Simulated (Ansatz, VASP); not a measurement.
# NaSnI3 in two plane-wave programs

Aim: how closely do two programs agree when they are given the same cell, functional and k mesh? The cell is generated by rule, not measured, and may not be a known phase. Of the first pair: The cell is taken from a series of runs on this material, whose earlier steps may have relaxed, scaled, displaced or heated it; both programs get it as it stands.

Calculated with Ansatz 0.2.0; plane waves, with VASP 6.6.1 beside it; relaxation of cell and atoms at LDA.

## Step 1: Starting point

Symmetry: Pm-3m, No. 221, cubic system. Conventional cell: a = 6.010 Å, b = 6.010 Å, c = 6.010 Å, α = 90.00°, β = 90.00°, γ = 90.00°. Nearest to Na lie 12 I at 4.25 Å. Nearest to Sn lie 6 I at 3.01 Å. Nearest to I lie 2 Sn at 3.01 Å. Farther neighbours and most contacts between anions are not listed.

## Step 2: Ansatz: relaxation of cell and atoms, LDA, pair 1

Ansatz runs on its default PAW (the set named soft_2) files.

The relaxed volume is the usual yardstick between codes: in a stiff, nearly cubic crystal its relative difference is about their pressure difference at one cell divided by the bulk modulus.

Contents of input.yaml:

```yaml
crystal:
  lattice:
    - [6.0100029661, 0.0, 0.0]
    - [0.0, 6.0100029661, 0.0]
    - [0.0, 0.0, 6.0100029661]
  atoms:
    - { symbol: Na, position: [0.0, 0.0, 0.0] }
    - { symbol: Sn, position: [0.5, 0.5, 0.5] }
    - { symbol: I, position: [0.5, 0.5, 0.0] }
    - { symbol: I, position: [0.5, 0.0, 0.5] }
    - { symbol: I, position: [0.0, 0.5, 0.5] }
kpoints:
  mp_grid: { grid: [6, 6, 6] }
hamiltonian:
  xc: lda
scf:
  occupations: { method: methfessel_paxton, width: 0.15 }
output:
  forces: true
  stress: true
  eigenvalues: true
relax:
  adjacent_minimum: "off"
  f_tol: 0.001
  max_steps: 60
  cell: { stress_tol: 0.01 }
```

The run is started by

```bash
$ ansatz run input.yaml --threads 8 --pin off --max-ram 14336MiB --backend cpu --events-out ev --progress --plain --runs-dir out
```

Numbers of over 12 decimals in the logs are rounded to 6 here.

Output:

```text
Engine: ansatz 0.2.0, aarch64-unknown-linux-gnu
Pseudopotentials: kind: paw
Pseudopotential: Na, paw, valence charge 9, recommended cutoff 420 eV (normal), Na.paw.azcp
Pseudopotential: Sn, paw, valence charge 14, recommended cutoff 420 eV (normal), Sn.paw.azcp
Pseudopotential: I, paw, valence charge 17, recommended cutoff 420 eV (normal), I.paw.azcp
Functional definition: SPW92
  exchange = slater_x
  correlation = pw_c
Crystal: 5 atoms, lattice volume = 217.082 Å³
Basis set: ecut = 420 eV, 4169 PW (Γ)
Bands: 45, of which v1, the nominal top of the filled ones, is band 37 counted from 1 (36 counted from 0)
Symmetry: 48 space group operations
Space group: Pm-3m (ITA 221), of the structure as read, at distance tolerance 6.0e-5 Å
k-points: 20 of 216
Non-local potential: Na, projectors of the file, l = 0: 3, l = 1: 2, l = 2: 1
Non-local potential: Sn, projectors of the file, l = 0: 2, l = 1: 2, l = 2: 2, l = 3: 2
Non-local potential: I, projectors of the file, l = 0: 2, l = 1: 2, l = 2: 2, l = 3: 2
PAW form: soft (Blöchl's): semilocal exchange-correlation on the pseudo side does not see the compensation charge
PAW frozen core: Na, regenerated for the run's functional, and the local potential with it (the file was generated under x = pbe(κ = 0.804, μ = 0.219515), c = pbe(β = 0.066725))
PAW frozen core: Sn, regenerated for the run's functional, and the local potential with it (the file was generated under x = pbe(κ = 0.804, μ = 0.219515), c = pbe(β = 0.066725))
PAW frozen core: I, regenerated for the run's functional, and the local potential with it (the file was generated under x = pbe(κ = 0.804, μ = 0.219515), c = pbe(β = 0.066725))
PAW one-centre angular grid: Na, 110 points (default); XC on 64 Gauss nodes
PAW one-centre angular grid: Sn, 590 points (default); XC on 64 Gauss nodes
PAW one-centre angular grid: I, 590 points (default); XC on 64 Gauss nodes
Initial density: superposition of atomic densities (neutral atoms: chi_scale 0, normalization atom), corrected by the library's trained network
Initial wavefunctions: pseudopotential atomic-orbital guess
Functional: x = slater, c = lda
SCF iter   1: F=—  HF=-29416.560838 eV  |F-HF|=—  |Δ(HF+E_count)|=         —  Δρ=4.53e-3  dr2=1.74e-2  ethr=1.77e-3  ⟨swp⟩=8.4  Hψ=3889  notcnv=0
preconditioner: auto → Resta (q_TF=auto, 2.280 Å⁻¹)  ε∞=3.0  [insulator: Δε(μ)=0.151 eV  Ē_g=9.047 eV  σ=0.150 eV  W_gap=0.53  n_scr=32 (ndim 8)  ℏωp=12.9 eV  f_vac=0.257  D(μ)=0.20/eV (n_scr^D=0)  ε∞_Penn≈3.0]
SCF iter   2: F=—  HF=-29416.554504 eV  |F-HF|=—  |Δ(HF+E_count)|=   6.33e-3  S|Δr|=    0.00e0  Δρ=1.95e-3  dr2=3.76e-3  ethr=2.35e-5  ⟨swp⟩=2.0  Hψ=1726  notcnv=0
SCF iter   3: F=—  HF=-29416.554227 eV  |F-HF|=—  |Δ(HF+E_count)|=   2.76e-4  S|Δr|=    0.00e0  Δρ=4.38e-4  dr2=3.56e-4  ethr=5.08e-6  ⟨swp⟩=2.0  Hψ=1061  notcnv=0
SCF iter   4: F=—  HF=-29416.554300 eV  |F-HF|=—  |Δ(HF+E_count)|=   7.26e-5  S|Δr|=    0.00e0  Δρ=9.89e-5  dr2=3.81e-5  ethr=4.81e-7  ⟨swp⟩=2.0  Hψ=1467  notcnv=0
SCF iter   5: F=—  HF=-29416.554277 eV  |F-HF|=—  |Δ(HF+E_count)|=   2.26e-5  S|Δr|=    0.00e0  Δρ=2.99e-5  dr2=4.81e-6  ethr=5.15e-8  ⟨swp⟩=2.0  Hψ=1593  notcnv=0
SCF iter   6: F=—  HF=-29416.554278 eV  |F-HF|=—  |Δ(HF+E_count)|=   3.93e-7  S|Δr|=    0.00e0  Δρ=6.72e-6  dr2=2.21e-7  ethr=6.50e-9  ⟨swp⟩=2.0  Hψ=1291  notcnv=0
SCF iter   7: F=-29416.554278 eV  HF=-29416.554278 eV  |F-HF|=1.39e-9  |Δ(HF+E_count)|=   4.31e-8  S|Δr|=    0.00e0  Δρ=2.16e-6  dr2=2.12e-8  ethr=1.35e-10  ⟨swp⟩=11.7  Hψ=4134  notcnv=0
SCF 1 converged in 7 iterations: F = -29416.554278 eV  dr2 = 2.12e-8
  greatest PAW one-centre occupation: 1.000 electrons in one spin orbital (limit 2), on the I atom at site 4 (counted from 0), in its partial waves of l = 2
relax step   1: F+E_penalty+E_count = -29416.55427782 eV  Δ(F+E_penalty+E_count) = +0.000e0 eV  max|allowed force component| = 6.120e-29 eV/Å  Δτ_max = 0.0000 Å  P = +0.000 GPa  Ω = 217.082 Å³  (7 SCF iters, dr2 threshold 1.00e-7 eV, accepted)
Initial density: handed on by an earlier stage of this run
Initial wavefunctions: pseudopotential atomic-orbital guess (no wavefunctions were taken with the density)
iter 1 solved again at ethr=1.79e-7 eV; its pass at ethr=3.10e-3 eV (dr2=1.33e-4 eV) is discarded
SCF iter   1: F=—  HF=-29416.554304 eV  |F-HF|=—  |Δ(HF+E_count)|=         —  Δρ=2.29e-6  dr2=2.38e-8  ethr=1.79e-7  ⟨swp⟩=3.8  Hψ=6225  notcnv=0
eigensolver tolerance schedule: the retry pair's looser diagonalisation over-reported the residual by 5570.36 of it (diagonalisation noise at 0.47 of the residual, at the tolerance the schedule requests for it); recorded, not acted on — ethr = c·dr2/N_el stays at c = 1.0e-1
preconditioner: auto → Resta (q_TF=auto, 2.280 Å⁻¹)  ε∞=3.0  [insulator: Δε(μ)=0.146 eV  Ē_g=9.044 eV  σ=0.150 eV  W_gap=0.53  n_scr=32 (ndim 8)  ℏωp=12.9 eV  f_vac=0.244  D(μ)=0.20/eV (n_scr^D=0)  ε∞_Penn≈3.0]
SCF iter   2: F=—  HF=-29416.554278 eV  |F-HF|=—  |Δ(HF+E_count)|=   2.64e-5  S|Δr|=    0.00e0  Δρ=1.32e-6  dr2=9.96e-9  ethr=3.21e-11  ⟨swp⟩=3.4  Hψ=2024  notcnv=0
SCF iter   3: F=—  HF=-29416.554278 eV  |F-HF|=—  |Δ(HF+E_count)|=   1.22e-9  S|Δr|=    0.00e0  Δρ=5.98e-7  dr2=2.20e-9  ethr=1.35e-11  ⟨swp⟩=2.5  Hψ=1610  notcnv=0
SCF iter   4: F=—  HF=-29416.554278 eV  |F-HF|=—  |Δ(HF+E_count)|=  8.00e-11  S|Δr|=    0.00e0  Δρ=1.96e-7  dr2=1.34e-10  ethr=2.97e-12  ⟨swp⟩=2.0  Hψ=1292  notcnv=0
SCF iter   5: F=—  HF=-29416.554278 eV  |F-HF|=—  |Δ(HF+E_count)|=  2.18e-11  S|Δr|=    0.00e0  Δρ=8.82e-8  dr2=3.03e-11  ethr=1.00e-12  ⟨swp⟩=1.0  Hψ=900  notcnv=0
SCF iter   6: F=-29416.554278 eV  HF=-29416.554278 eV  |F-HF|=1.09e-11  |Δ(HF+E_count)|=  2.55e-11  S|Δr|=    0.00e0  Δρ=1.57e-8  dr2=3.44e-13  ethr=1.00e-12  ⟨swp⟩=9.3  Hψ=5035  notcnv=0
SCF 2 converged in 6 iterations: F = -29416.554278 eV  dr2 = 3.44e-13
  greatest PAW one-centre occupation: 1.000 electrons in one spin orbital (limit 2), on the I atom at site 2 (counted from 0), in its partial waves of l = 2
relax step   2: F+E_penalty+E_count = -29416.55427783 eV  Δ(F+E_penalty+E_count) = -2.474e-9 eV  max|allowed force component| = 8.553e-29 eV/Å  Δτ_max = 0.0000 Å  P = +0.000 GPa  Ω = 217.082 Å³  stress off target by 4.09e-4 GPa  SCF on the basis re-selected at this cell (its energy is not comparable with the rows above)  (6 SCF iters)
basis re-selected at this cell: Δ(F+E_penalty+E_count) = -2.474e-9 eV, ΔP = +0.000 GPa vs the last step (what re-selecting the basis moved, of the pressure what is left beyond the Pulay correction that the steps carried, after the strain that the cell walked since its last selection, with what the two solves' SCF thresholds leave and, on support functions, any second-order correction that the steps lacked; it is no m [...]
SCF converged after 6 iterations
Stability not checked: this state was not tested for a lower state beside it, because cold or Methfessel-Paxton smearing, or corrected tetrahedra, fill the levels in a way that the test cannot read (fill_not_monotonic; see scf.lower_state_search)
Free energy (F): -29416.554278 eV
Harris-Foulkes:  -29416.554278 eV  (|F-HF|=1.09e-11)
Internal energy: -29416.555163 eV  (E = F + TS)
E sigma→0 (E₀):  -29416.554499 eV
Entropy (-TS):   0.000885 eV (0.177 meV/atom)
Fermi energy:    5.111316 eV
Step filling:    the computed levels leave a gap of 0.0000 eV = 0.0 smearing widths at the electron count; against every level under it full and every level over it empty, smearing changes F+E_penalty+E_count by -0.048 meV and its σ→0 estimate by -0.269 meV
--- Per-component energies (eV) ---
  E_band       = -1633.317149
  E_kinetic    = 877.258871
  E_local      = -9774.899037  (includes V_loc(G=0)·N_el)
  E_nonlocal   = -169.560685
  E_hartree    = 4808.348150
  E_xc         = -799.918488
  E_vxc        = -534.903592  (∫ρ·V_xc dr)
  E_paw        = -18215.336972  (= ΣΔE_a)
  E_vpaw       = -1647.909240  (= ΣTr[D̂ρ^β])
  E_aug_tail   = 0.000250  (compensation charges beyond the density's cutoff)
  E_ewald      = -6145.356686
  E_core_change = 2.909433  (= ΣΔE_core)
  E_smearing   = 0.000885  (= −TS)
  E_closure    = 0.000000  (closes the sum)
  Σ components = -29416.554278   (vs F -29416.554278, Δ=0.00e0)
--- Forces (eV/Å), atoms counted from 1 ---
  atom   1  Na    -0.00000000     0.00000000    -0.00000000
  atom   2  Sn     0.00000000    -0.00000000     0.00000000
  atom   3  I     -0.00000000    -0.00000000    -0.00000000
  atom   4  I     -0.00000000    -0.00000000     0.00000000
  atom   5  I      0.00000000     0.00000000    -0.00000000
  max |Σ_I F_I| component: 1.61e-28 eV/Å
--- Stress (GPa, compression-positive) ---
        0.000409       0.000000       0.000000
       -0.000000       0.000409       0.000000
        0.000000       0.000000       0.000409
  P = ⅓ Tr σ = 0.0004 GPa (0.004 kbar)
--- Band table (eV; the first three rows and the last of 20) ---
  k-point 0: bands = [... 33 lower, 2.3562, 2.4489, 2.4489, 2.4489, 5.3347, 8.6135, 8.6135, 8.6135, ... 4 higher]
  k-point 1: bands = [... 33 lower, 2.3089, 2.4193, 2.4237, 2.4237, 5.6124, 8.4674, 8.6879, 8.7490, ... 4 higher]
  k-point 2: bands = [... 33 lower, 2.2191, 2.4240, 2.4240, 2.7189, 6.1966, 7.0545, 8.0892, 8.8731, ... 4 higher]
  k-point 19: bands = [... 33 lower, 3.0793, 3.0793, 3.0793, 5.1103, 5.1103, 5.1103, 5.2561, 5.7294, ... 4 higher]
--- Relaxed structure (1 steps of the walk, 1 accepted, 1 SCFs on fresh bases) ---
  F+E_penalty+E_count = -29416.55427783 eV   max|allowed force component| = 8.553e-29 eV/Å   (the final SCF, on the basis selected at the relaxed cell)
  cell:  # Å, volume = 217.0821 Å³
    - [6.0100029661, 0.0, 0.0]
    - [0.0, 6.0100029661, 0.0]
    - [0.0, 0.0, 6.0100029661]
  atoms:
    - { symbol: Na, position: [0.0, 0.0, 0.0] }
    - { symbol: Sn, position: [0.5, 0.5, 0.5] }
    - { symbol: I, position: [0.5, 0.5, 0.0] }
    - { symbol: I, position: [0.5, 0.0, 0.5] }
    - { symbol: I, position: [0.0, 0.5, 0.5] }
```

In the SCF lines HF is the Harris–Foulkes energy and dr2 the Hartree energy of the density residual, in eV; the loop may stop once dr2 is under the threshold and the program's other checks hold. Hψ counts applications of the Hamiltonian.

(Part 1 of 3 ends here.)

[Lines on the potential files, build, host, timing and source positions are cut from VASP's logs without a mark.]

[Logs are printed without paths, hosts, clocks, repeated set-up lines and the standing remarks that a program may print on its own settings, such as how far it seeks lower states.]

[Hosts, paths, dates, database ids (printed as entryN), source tags and the programs' standing remarks are cut or masked in the printed files.]
